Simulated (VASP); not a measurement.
Output of a VASP run:

OSZICAR:
```
       N       E                     dE             d eps       ncg     rms          rms(c)
DAV:   1     0.165732290288E+03    0.16573E+03   -0.18076E+04  2008   0.153E+03
DAV:   2    -0.411984761287E+02   -0.20693E+03   -0.20044E+03  2716   0.322E+02
DAV:   3    -0.482436106269E+02   -0.70451E+01   -0.70195E+01  2400   0.635E+01
DAV:   4    -0.483020250244E+02   -0.58414E-01   -0.58326E-01  2368   0.651E+00
DAV:   5    -0.483026911541E+02   -0.66613E-03   -0.66604E-03  2328   0.675E-01    0.174E+01
DAV:   6    -0.437805371553E+02    0.45222E+01   -0.18137E+01  2216   0.300E+01    0.807E+00
DAV:   7    -0.438343913342E+02   -0.53854E-01   -0.49876E-01  2356   0.510E+00    0.301E+00
DAV:   8    -0.438663032585E+02   -0.31912E-01   -0.24955E-02  2268   0.155E+00    0.114E+00
DAV:   9    -0.438799956644E+02   -0.13692E-01   -0.15829E-02  2296   0.126E+00    0.329E-01
DAV:  10    -0.438805805585E+02   -0.58489E-03   -0.17956E-03  2364   0.358E-01    0.680E-02
DAV:  11    -0.438805030343E+02    0.77524E-04   -0.37754E-04  2304   0.146E-01    0.732E-03
DAV:  12    -0.438805090604E+02   -0.60261E-05   -0.16951E-05  2308   0.336E-02    0.867E-03
DAV:  13    -0.438805091239E+02   -0.63447E-07   -0.25179E-06  2340   0.125E-02    0.452E-03
DAV:  14    -0.438805092760E+02   -0.15215E-06   -0.19319E-07  1796   0.379E-03    0.152E-03
DAV:  15    -0.438805093050E+02   -0.28970E-07   -0.19862E-08  1268   0.118E-03
   1 F= -.43880509E+02 E0= -.43880509E+02  d E =0.000000E+00
```

OUTCAR:
```
------------------------ aborting loop because EDIFF is reached ----------------------------------------
  FORCE on cell =-STRESS in cart. coord.  units (eV):
  Direction    XX          YY          ZZ          XY          YZ          ZX
  --------------------------------------------------------------------------------------
  Total       -0.0580613     -0.0580613     -0.0067165      0.0000000      0.0000000      0.0000000
  in kB       -1.8912763     -1.8912763     -0.2187814      0.0000000      0.0000000      0.0000000
  external PRESSURE =      -1.3337780 kB  Pullay stress =       0.0000000 kB
  volume of cell :       49.19
      direct lattice vectors                 reciprocal lattice vectors
     4.268161444  0.000000000  0.000000000     0.234292918  0.000000000  0.000000000
     0.000000000  4.268161444  0.000000000     0.000000000  0.234292918  0.000000000
     0.000000000  0.000000000  2.699978613     0.000000000  0.000000000  0.370373304
 POSITION                                       TOTAL-FORCE (eV/Angst)
 -----------------------------------------------------------------------------------
      0.00000      0.00000      0.00000        -0.000000      0.000000     -0.000000
      2.13408      2.13408      1.34999        -0.000000      0.000000     -0.000000
      1.31240      1.31240      0.00000         0.012337      0.012337      0.000000
      3.44648      0.82168      1.34999         0.012337     -0.012337     -0.000000
      0.82168      3.44648      1.34999        -0.012337      0.012337     -0.000000
      2.95577      2.95577      0.00000        -0.012337     -0.012337     -0.000000
 -----------------------------------------------------------------------------------
    total drift:                                0.000000      0.000000     -0.000000
  FREE ENERGIE OF THE ION-ELECTRON SYSTEM (eV)
  ---------------------------------------------------
  free  energy   TOTEN  =       -43.8805093050 eV

  energy  without entropy=      -43.8805093050  energy(sigma->0) =      -43.88050931

 total charge

# of ion       s       p       d       tot
------------------------------------------
    1        0.582   0.830   0.000   1.412
    2        0.582   0.830   0.000   1.412
    3        1.553   3.660   0.000   5.212
    4        1.553   3.660   0.000   5.212
    5        1.553   3.660   0.000   5.212
    6        1.553   3.660   0.000   5.212
--------------------------------------------------
tot          7.375  16.298   0.000  23.673

 Electric field gradients after diagonalization (V/A^2)
 (convention: |V_zz| > |V_xx| > |V_yy|)
----------------------------------------------------------------------
 ion       V_xx      V_yy      V_zz     asymmetry (V_yy - V_xx)/ V_zz
----------------------------------------------------------------------
   1     -20.480    -6.671    27.150       0.509
   2     -20.480    -6.671    27.150       0.509
   3      66.121    49.567  -115.688       0.143
   4      66.121    49.567  -115.688       0.143
   5      66.121    49.567  -115.688       0.143
   6      66.121    49.567  -115.688       0.143
```
(Selected blocks of OUTCAR.)

### POSCAR
```
SiO2
1
    4.2681614438     0.0000000000     0.0000000000
    0.0000000000     4.2681614438     0.0000000000
    0.0000000000     0.0000000000     2.6999786127
Si O
2 4
Direct
  0.0000000000   0.0000000000   0.0000000000
  0.5000000000   0.5000000000   0.5000000000
  0.3074851788   0.3074851788   0.0000000000
  0.8074851788   0.1925148212   0.5000000000
  0.1925148212   0.8074851788   0.5000000000
  0.6925148212   0.6925148212   0.0000000000
```

### Question
Write an INCAR and KPOINTS that could have produced this output.

### Answer
Several could match; the one computed here: the input of the run itself, RPBE GGA, plane waves, VASP's PBE PAW potentials (set 64).

INCAR:
```
EDIFF = 1E-7   ! SCF stop (eV)
ENCUT = 520   ! plane-wave cut-off (eV)
SYSTEM = SiO2
ISIF = 2
ALGO = Normal   ! blocked Davidson
LASPH = .TRUE.   ! aspherical one-centre terms
LWAVE = .FALSE.
PREC = Accurate
LREAL = .FALSE.
LORBIT = 11
NEDOS = 601
LEFG = .TRUE.
ISMEAR = -5   ! tetrahedra, Bloechl
NELM = 100   ! most electronic steps
GGA = RP
LCHARG = .TRUE.
```

### KPOINTS
```
Automatic mesh
0
gamma
6 6 9
```

POTCAR, in this order: Si O (PBE.64 set). Program: vasp_std.

The compound is SiO2 in the rutile structure, stishovite, a high-pressure form. It was relaxed first, which changed the volume by +5 %.
